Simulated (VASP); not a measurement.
Consider the following.

```
Co
1.0
    0.00000     3.23080     3.23080
    3.23080     0.00000     3.23080
    3.23080     3.23080     0.00000
Co
6
Direct
  0.25000   0.25000   0.25000
  0.00000   0.00000   0.00000
  0.62500   0.62500   0.12500
  0.62500   0.12500   0.62500
  0.62500   0.62500   0.62500
  0.12500   0.62500   0.62500
```

Level of theory: r2SCAN meta-GGA, VASP's PBE PAW potentials (set 64) (plane waves; VASP 6.6.1). Settings: 400 eV cut-off, 9×9×9 Γ-centred mesh, tetrahedra with Blöchl corrections, potentials Co.

The cores are frozen, which limits the accuracy of field gradients. The run has a spin-polarised start.

Q: Give the principal components of the electric field gradient (V/Å²) and the asymmetry η at each nucleus.

A: 
```json
[
 {"atom": "Co1", "Vxx": "0.0", "Vyy": "0.0", "Vzz": "0.0", "η": "-"},
 {"atom": "Co2", "Vxx": "0.0", "Vyy": "0.0", "Vzz": "0.0", "η": "-"},
 {"atom": "Co3", "Vxx": "46.3", "Vyy": "46.3", "Vzz": "-92.5", "η": "0.00"},
 {"atom": "Co4", "Vxx": "46.3", "Vyy": "46.3", "Vzz": "-92.5", "η": "0.00"},
 {"atom": "Co5", "Vxx": "46.3", "Vyy": "46.3", "Vzz": "-92.5", "η": "0.00"},
 {"atom": "Co6", "Vxx": "46.3", "Vyy": "46.3", "Vzz": "-92.5", "η": "0.00"}
]
```

The structure comes from a computed database's Co entry (Fd-3m); how it stands against other phases isn't given here. It was relaxed first.
